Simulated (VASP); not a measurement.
Input:

```
BaHfO3
1.0
    4.20080     0.00000     0.00000
    0.00000     4.20080     0.00000
    0.00000     0.00000     4.20080
Ba Hf O
1 1 3
Cartesian
  0.00000   0.00000   0.00000
  2.10040   2.10040   2.10040
  2.10040   0.00000   2.10040
  0.00000   2.10040   2.10040
  2.10040   2.10040   0.00000
```

All values below come from SCAN meta-GGA, VASP's PBE PAW potentials (set 64) (plane waves; VASP). Numerical set-up: 520 eV cut-off, 5×5×5 Γ-centred mesh, Gaussian smearing of 0.050 eV, potentials Ba_sv Hf_pv O.

Question: Give the stress tensor in GPa (positive for a compressed cell).

Answer: 
```
-4.98   0.00   0.00
 0.00  -4.98   0.00
 0.00   0.00  -4.98
```
The pressure is its mean diagonal, -4.98 GPa.

The compound is BaHfO3 in the cubic perovskite structure. This cell is one point of a volume scan, at 1.03 of the reference volume.
